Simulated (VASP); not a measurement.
Level of theory: PBE GGA, VASP's PBE PAW potentials (set 64) (plane waves; VASP 6.6.1).

VASP ran on this input.

**INCAR**
```
! general
SYSTEM   =  LaP
PREC     =  Accurate
ENCUT    =  400   ! plane-wave cut-off (eV)
LREAL    =  F   ! projection in real space or not
LASPH    =  T   ! aspherical one-centre terms

! electronic loop
EDIFF    =  1E-7   ! SCF stop (eV)
NELM     =  100
ALGO     =  Normal   ! blocked Davidson
LMAXMIX  =  6   ! l cut-off of mixed one-centre charges

! smearing
ISMEAR   =  -5

! functional
GGA      =  PE   ! PBE

! ions
ISIF     =  2

! output
LWAVE    =  F
LCHARG   =  T
LORBIT   =  11
NEDOS    =  601   ! DOS grid
```

File POSCAR:
```
LaP
1
    3.6388334432     0.0000000000     0.0000000000
    0.0000000000     3.6388334432     0.0000000000
    0.0000000000     0.0000000000     3.6388334432
La P
1 1
Direct
  0.0000000000   0.0000000000   0.0000000000
  0.5000000000   0.5000000000   0.5000000000
```

**KPOINTS**
```
Automatic mesh
0
Gamma
11 11 11
0 0 0
```

POTCAR, in this order: La P (PBE.64 set). Program: vasp_std.

Output

File OSZICAR:
```
       N       E                     dE             d eps       ncg     rms          rms(c)
DAV:   1     0.122053601360E+03    0.12205E+03   -0.49457E+03  1344   0.147E+03
DAV:   2    -0.336286339789E+01   -0.12542E+03   -0.12282E+03  1960   0.245E+02
DAV:   3    -0.123686467060E+02   -0.90058E+01   -0.88171E+01  1932   0.959E+01
DAV:   4    -0.129159717382E+02   -0.54733E+00   -0.52695E+00  2460   0.175E+01
DAV:   5    -0.129476572953E+02   -0.31686E-01   -0.31259E-01  2120   0.420E+00    0.417E+00
DAV:   6    -0.126877653817E+02    0.25989E+00   -0.13600E+00  2424   0.728E+00    0.273E+00
DAV:   7    -0.126814341621E+02    0.63312E-02   -0.54619E-02  2284   0.279E+00    0.144E+00
DAV:   8    -0.126882246108E+02   -0.67904E-02   -0.38677E-02  1812   0.203E+00    0.299E-01
DAV:   9    -0.126895870292E+02   -0.13624E-02   -0.10432E-02  2632   0.125E+00    0.143E-01
DAV:  10    -0.126892635375E+02    0.32349E-03   -0.13143E-03  2452   0.296E-01    0.580E-02
DAV:  11    -0.126892937003E+02   -0.30163E-04   -0.12252E-04  2496   0.118E-01    0.210E-02
DAV:  12    -0.126893014611E+02   -0.77609E-05   -0.21146E-05  2244   0.605E-02    0.559E-03
DAV:  13    -0.126892942391E+02    0.72220E-05   -0.15311E-06  2248   0.918E-03    0.258E-03
DAV:  14    -0.126892941034E+02    0.13569E-06   -0.11924E-07  1532   0.509E-03    0.973E-04
DAV:  15    -0.126892932291E+02    0.87430E-06   -0.33050E-08  1316   0.258E-03    0.188E-04
DAV:  16    -0.126892930334E+02    0.19574E-06   -0.13357E-08  1332   0.246E-03    0.873E-05
DAV:  17    -0.126892930159E+02    0.17546E-07   -0.63891E-09  1324   0.131E-03
   1 F= -.12689293E+02 E0= -.12689293E+02  d E =0.000000E+00
```

### OUTCAR
```
------------------------ aborting loop because EDIFF is reached ----------------------------------------
  FORCE on cell =-STRESS in cart. coord.  units (eV):
  Direction    XX          YY          ZZ          XY          YZ          ZX
  --------------------------------------------------------------------------------------
  Total        0.0286021      0.0286021      0.0286021      0.0000000      0.0000000      0.0000000
  in kB        0.9510904      0.9510904      0.9510904      0.0000000      0.0000000      0.0000000
  external PRESSURE =       0.9510904 kB  Pullay stress =       0.0000000 kB
  volume of cell :       48.18
      direct lattice vectors                 reciprocal lattice vectors
     3.638833443  0.000000000  0.000000000     0.274813348  0.000000000  0.000000000
     0.000000000  3.638833443  0.000000000     0.000000000  0.274813348  0.000000000
     0.000000000  0.000000000  3.638833443     0.000000000  0.000000000  0.274813348
 POSITION                                       TOTAL-FORCE (eV/Angst)
 -----------------------------------------------------------------------------------
      0.00000      0.00000      0.00000         0.000000      0.000000      0.000000
      1.81942      1.81942      1.81942         0.000000      0.000000      0.000000
 -----------------------------------------------------------------------------------
    total drift:                               -0.000000      0.000000     -0.000000
  FREE ENERGIE OF THE ION-ELECTRON SYSTEM (eV)
  ---------------------------------------------------
  free  energy   TOTEN  =       -12.6892930159 eV

  energy  without entropy=      -12.6892930159  energy(sigma->0) =      -12.68929302

 total charge

# of ion       s       p       d       f       tot
--------------------------------------------------
    1        2.019   5.637   0.685   0.194   8.536
    2        1.036   1.480   0.000   0.000   2.516
--------------------------------------------------
tot          3.055   7.117   0.685   0.194  11.051
```
(Selected blocks of OUTCAR.)

For a metal the tetrahedron method with Blöchl corrections gives inexact stress and forces.

The structure was generated: LaP was put into the CsCl type type (Pm-3m), which need not be its known phase. It was relaxed first, which changed the volume by -29 %.
